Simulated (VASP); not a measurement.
Write the native input for VASP 6.6.1 that does the following.

| Item | Value |
| --- | --- |
| Task | relaxation of cell and atoms |
| Functional | LDA |
| Potentials or basis | VASP PAW LDA potentials, release 64 (Te, Pb_d) |
| Cutoff | 600 eV |
| k mesh | 10 × 10 × 10 |
| Occupations | gaussian, width 0.03 eV |
| Spin | no spin polarisation |
| Further INCAR settings | ALGO = Normal; EDIFF = 1e-06; IBRION = 2; EDIFFG = -0.01; NSW = 90; ISIF = 3 |

The structure of TePb lies in POSCAR:

```
TePb
1.0
    0.0000000000      3.2310000000      3.2310000000
    3.2310000000      0.0000000000      3.2310000000
    3.2310000000      3.2310000000      0.0000000000
Te Pb
1 1
Direct
    0.5000000000      0.5000000000      0.5000000000
    0.0000000000      0.0000000000      0.0000000000
```

The input as run:

INCAR

```
SYSTEM = TePb
ALGO     = Normal         ! electronic algorithm
EDIFF    = 1E-6           ! SCF threshold, eV
EDIFFG   = -0.01          ! ionic threshold
ENCUT    = 600            ! plane-wave cutoff, eV
IBRION   = 2              ! ionic algorithm
ISIF     = 3              ! what is computed and relaxed
ISMEAR   = 0              ! smearing method
LASPH    = .TRUE.         ! aspherical terms in the spheres
LCHARG   = .FALSE.        ! write CHGCAR
LREAL    = .FALSE.        ! projectors in reciprocal space
LWAVE    = .FALSE.        ! write WAVECAR
NELM     = 80             ! most SCF steps
NSW      = 90             ! ionic steps
PREC     = Accurate       ! precision mode
SIGMA    = 0.03           ! smearing width, eV
```

KPOINTS

```
k-points
0
G
  10 10 10
  0 0 0
```

Potentials or basis: VASP PAW LDA potentials, release 64 (Te, Pb_d).

Command:

```sh
$ cat potpaw_LDA.64/Te/POTCAR potpaw_LDA.64/Pb_d/POTCAR > POTCAR
$ mpirun -np 1 vasp_std > vasp.out
```

Results of the run:

The relaxed volume is 32.54 Å³/atom and the relaxed cell is a = 4.515 Å, b = 4.515 Å, c = 4.515 Å, α = 60.00°, β = 60.00°, γ = 60.00°. The space group after relaxing (to 0.05 Å) is Fm-3m (No. 225), the energy gained by relaxing is 6.2 meV/atom and the ionic steps are 3. The pressure after relaxing is 0.0 GPa and the band gap on the k mesh is 0.56 eV, direct.

Caveat: spin-orbit coupling is left out, which as a rule narrows the gap of such compounds by several tenths of an eV.

Run time: 100 s on 1 thread of Intel(R) Xeon(R) Platinum 8488C (Sapphire Rapids) (shared host), peak memory 0.23 GiB.
